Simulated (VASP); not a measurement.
The system is Mo.

```
CELL_PARAMETERS angstrom
-1.57342 1.57342 1.57342
1.57342 -1.57342 1.57342
1.57342 1.57342 -1.57342
ATOMIC_POSITIONS crystal
Mo 0.00000 0.00000 0.00000
```

```yaml
Program: VASP 6.6.1
Task: relaxation of cell and atoms
Functional: PBE
Potentials_or_basis: VASP PAW PBE potentials, release 64 (Mo_sv)
Cutoff: 520 eV
k_mesh: 19 × 19 × 19
Occupations: gaussian, width 0.1 eV
Spin: no spin polarisation
```

At the start: pressure 4.0 GPa; volume 15.58 Å³/atom.

Q: Where does the relaxation end?

A: Over 3 steps the energy falls by 3.0 meV/atom and the volume is 15.82 Å³/atom (+1.6 %); space group Im-3m (No. 229, to 0.05 Å).

The path:
```csv
step,energy change (eV),largest force (eV/Å),pressure (GPa),volume (Å³)
1,0.0000,0.0000,4.04,15.58
2,0.0181,0.0000,-9.77,16.48
3,-0.0030,0.0000,-0.05,15.82
```

Final structure:
```xyz
1
Lattice="-1.5815 1.5815 1.5815 1.5815 -1.5815 1.5815 1.5815 1.5815 -1.5815" Properties=species:S:1:pos:R:3 pbc="T T T"
Mo    0.0000    0.0000    0.0000
```
